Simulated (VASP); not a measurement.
Here is the system:

```yaml
crystal:
  lattice:
    - [0.00000, 1.95371, 1.95371]
    - [1.95371, 0.00000, 1.95371]
    - [1.95371, 1.95371, 0.00000]
  atoms:
    - { symbol: Pt, position: [0.00000, 0.00000, 0.00000] }
```

Calculation: RPBE GGA, VASP's PBE PAW potentials (set 64) (plane waves; VASP). Settings: 520 eV cut-off, 16×16×16 Γ-centred mesh, first-order Methfessel-Paxton smearing of 0.10 eV, potentials Pt.

Problem. Give the stress tensor in GPa (positive for a compressed cell).

Solution. 
```
17.01   0.00   0.00
 0.00  17.01   0.00
 0.00   0.00  17.01
```
The pressure is its mean diagonal, 17.01 GPa.

The compound is Pt in the fcc structure. This cell is one point of a volume scan, at 0.94 of the reference volume.
